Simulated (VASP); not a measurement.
Given:

```xyz
1
Lattice="-1.4544 1.4544 1.4544 1.4544 -1.4544 1.4544 1.4544 1.4544 -1.4544" Properties=species:S:1:pos:R:3 pbc="T T T"
Cr     0.0000     0.0000     0.0000
```
Starting moments (μB, in the order of the record's atoms Cr): 3.0.

These are PBE GGA, VASP's PBE PAW potentials (set 64) (plane waves; VASP) values and carry that method's errors. Settings: 300 eV cut-off, 16×16×16 Γ-centred mesh, Gaussian smearing of 0.20 eV, potentials Cr_pv.

The moments were started parallel, and other spin orders were not tried in this run.

### Question
Give the spin-up energies of bands 4 to 9 at the high-symmetry points, in eV from the Fermi level.

### Answer

```json
[
 {"band": "4", "Γ": "-7.61", "H": "-3.91", "N": "-4.10", "P": "-2.15"},
 {"band": "5", "Γ": "-0.81", "H": "-3.91", "N": "-2.22", "P": "-2.15"},
 {"band": "6", "Γ": "-0.81", "H": "2.26", "N": "1.00", "P": "-2.15"},
 {"band": "7", "Γ": "-0.81", "H": "2.26", "N": "1.07", "P": "1.44"},
 {"band": "8", "Γ": "1.08", "H": "2.26", "N": "1.38", "P": "1.44"},
 {"band": "9", "Γ": "1.08", "H": "7.17", "N": "2.61", "P": "7.12"}
]
```

### Question
Give the spin-down energies of bands 4 to 9 at the high-symmetry points, in eV from the Fermi level.

### Answer

```json
[
 {"band": "4", "Γ": "-7.61", "H": "-3.91", "N": "-4.10", "P": "-2.15"},
 {"band": "5", "Γ": "-0.81", "H": "-3.91", "N": "-2.22", "P": "-2.15"},
 {"band": "6", "Γ": "-0.81", "H": "2.26", "N": "1.00", "P": "-2.15"},
 {"band": "7", "Γ": "-0.81", "H": "2.26", "N": "1.07", "P": "1.44"},
 {"band": "8", "Γ": "1.08", "H": "2.26", "N": "1.38", "P": "1.44"},
 {"band": "9", "Γ": "1.08", "H": "7.18", "N": "2.61", "P": "7.12"}
]
```

It has no gap at this level: it comes out as a metal or semimetal.

The structure was generated: Cr was put into an ordered model structure, which need not be its known phase. The cell was not relaxed at this level.
